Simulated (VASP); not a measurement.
Input:

```xyz
6
Lattice="4.2647 0.0000 0.0000 0.0000 4.2647 0.0000 0.0000 0.0000 2.7896" Properties=species:S:1:pos:R:3 pbc="T T T"
Mn     0.0000     0.0000     0.0000
Mn     2.1323     2.1323     1.3948
O      1.2883     1.2883     0.0000
O      3.4206     0.8441     1.3948
O      0.8441     3.4206     1.3948
O      2.9764     2.9764     0.0000
```
Starting moments (μB, in the order of the record's atoms Mn Mn O O O O): 2.5 -2.5 0.0 0.0 0.0 0.0.

Method: PBE GGA, VASP's PBE PAW potentials (set 64) (plane waves; VASP 6.6.1). Numerical set-up: 620 eV cut-off, 7×7×11 Γ-centred mesh, first-order Methfessel-Paxton smearing of 0.10 eV, potentials Mn_pv O.

### Question
Predict the cell moment, energy per atom (σ→0), pressure, band gap (on the k-mesh) with the smallest direct gap where there is one.

### Answer

| Item | Value |
|---|---|
| band gap (on the k-mesh) | none (metal, semimetal or under 0.01 eV) |
| cell moment | 0.00 μB |
| energy per atom (σ→0) | -7.906 eV/atom |
| pressure | 29.99 GPa |

### Question
Give the moment on each site (PAW-sphere projection).

### Answer

```
site  moment (μB)
----  -----------
Mn1          2.37
Mn2         -2.37
O3          -0.04
O4           0.04
O5           0.04
O6          -0.04
```

The compound is MnO2 in the rutile structure. It was relaxed first under an external pressure of 30 GPa.
